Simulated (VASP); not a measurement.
A convergence study with VASP on ZrC (rock salt): one setting is varied, all else stays as given below, so the limit is that of these other settings.

```
CELL_PARAMETERS angstrom
      0.00000     2.35000     2.35000
      2.35000     0.00000     2.35000
      2.35000     2.35000     0.00000
ATOMIC_POSITIONS crystal
  Zr 0.00000 0.00000 0.00000
  C  0.50000 0.50000 0.50000
```

All values below come from PBE GGA, VASP's PBE PAW potentials (set 64) (plane waves; VASP). The tightest run used: 700 eV cut-off, 19×19×19 Monkhorst-Pack mesh, first-order Methfessel-Paxton smearing of 0.10 eV, potentials Zr_sv C.

### Question
The settings run are 1×1×1 mesh; 2×2×2 mesh; 3×3×3 mesh; 4×4×4 mesh; 5×5×5 mesh; 6×6×6 mesh; 7×7×7 mesh; 8×8×8 mesh; 9×9×9 mesh; 10×10×10 mesh; 11×11×11 mesh; 12×12×12 mesh; 13×13×13 mesh; 14×14×14 mesh; 15×15×15 mesh; 16×16×16 mesh; 17×17×17 mesh; 18×18×18 mesh; 19×19×19 mesh. From which on does the stress (every component) stay within 0.2 GPa of the tightest run?

### Answer
From 4×4×4 mesh on: it is off by 0.19 there and by no more than 0.2 in any finer run, while 3×3×3 mesh is off by 0.57.
```
setting        E (eV/atom)  pressure (GPa)  irreducible k-points  difference judged (GPa)
-------------  -----------  --------------  --------------------  -----------------------
1×1×1 mesh         -0.3028           92.73                     1                    91.29
2×2×2 mesh         -9.7991            2.18                     2                     0.74
3×3×3 mesh         -9.6289            2.01                     4                     0.57
4×4×4 mesh         -9.7173            1.63                    10                     0.19
5×5×5 mesh         -9.7099            1.26                    10                     0.18
6×6×6 mesh         -9.7253            1.51                    28                     0.07
7×7×7 mesh         -9.7290            1.34                    20                     0.10
8×8×8 mesh         -9.7304            1.42                    60                     0.02
9×9×9 mesh         -9.7306            1.40                    35                     0.04
10×10×10 mesh      -9.7321            1.44                   110                     0.01
11×11×11 mesh      -9.7307            1.45                    56                     0.01
12×12×12 mesh      -9.7321            1.40                   182                     0.04
13×13×13 mesh      -9.7317            1.45                    84                     0.01
14×14×14 mesh      -9.7319            1.44                   280                     0.00
15×15×15 mesh      -9.7318            1.39                   120                     0.05
16×16×16 mesh      -9.7318            1.42                   408                     0.02
17×17×17 mesh      -9.7315            1.42                   165                     0.02
18×18×18 mesh      -9.7318            1.42                   570                     0.02
19×19×19 mesh      -9.7318            1.44                   220                     0.00
```

Left out are rungs that failed or repeat a setting and relaxations that didn't move; long series are thinned to 24 rows.

The compound is ZrC in the rock salt structure. The cell was not relaxed at this level.
